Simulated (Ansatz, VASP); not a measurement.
# One calculation of LaYN2, two programs

```xyz
4
Lattice="3.5305 0.0000 0.0000 -1.7653 3.0575 0.0000 0.0000 0.0000 6.2281" Properties=species:S:1:pos:R:3 pbc="T T T"
La    0.0000    0.0000    3.1141
Y     0.0000    0.0000    0.0000
N     0.0000    2.0384    4.7622
N     1.7653    1.0192    1.4660
```

Change from the starting cell: species swapped into the LiVS2 type (P-3m1, No. 164).

Alike in both runs: functional PBE; k mesh 12 × 12 × 6; occupations gaussian, width 0.01 eV; no spin polarisation.

Ansatz relaxed the structure, and its values are those at the end. VASP's run is a single point on that final structure, the one shown.

```csv
,VASP,Ansatz
version,VASP 6.6.1,Ansatz 0.2.0
potentials or method,"VASP PAW PBE potentials, release 64 (La, Y_sv, N)","scalar-relativistic, plane waves, PAW"
plane-wave cutoff (eV),520,420
valence electrons in the cell,32,32
```

|  | VASP | Ansatz | Ansatz less VASP |
| --- | --- | --- | --- |
| gap on the k mesh at the Fermi level (eV) | 0.07 | 0.07 | -0.003 |
| least direct gap on the mesh (eV) | 0.36 | 0.37 | +0.009 |
| pressure (GPa) | -0.1 | 0.0 | +0.14 |
| rms of the force components (eV/Å) | 0.006 | 0.001 | -0.0052 |

With one functional, cell and mesh, what is left measures potentials, basis and numerics.

Caveats: spin-orbit coupling is left out, which moves the levels of the heavy elements.
